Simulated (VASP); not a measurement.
Given:

```xyz
5
Lattice="-2.0404 2.0404 3.9017 2.0404 -2.0404 3.9017 2.0404 2.0404 -3.9017" Properties=species:S:1:pos:R:3 pbc="T T T"
Sn     0.0000     0.0000     0.0000
F      0.0000     0.0000     5.9046
F      0.0000     0.0000     1.8988
F      0.0000     2.0404     0.0000
F      2.0404     0.0000     0.0000
```

These are r2SCAN meta-GGA, VASP's PBE PAW potentials (set 64) (plane waves; VASP 6.6.1) values and carry that method's errors. Run with 520 eV cut-off, 9×9×9 Γ-centred mesh, tetrahedra with Blöchl corrections, potentials Sn_d F.

The cores are frozen, which limits the accuracy of field gradients.

Task: Give the principal components of the electric field gradient (V/Å²) and the asymmetry η at each nucleus.

Result: 
```tsv
atom	Vxx	Vyy	Vzz	η
Sn1	119.9	119.9	-239.8	0.00
F2	-85.7	-85.7	171.5	0.00
F3	-85.7	-85.7	171.5	0.00
F4	-97.8	-80.9	178.7	0.10
F5	-97.8	-80.9	178.7	0.10
```

The structure comes from a computed database's SnF4 entry (I4/mmm); how it stands against other phases isn't given here. It was relaxed first.
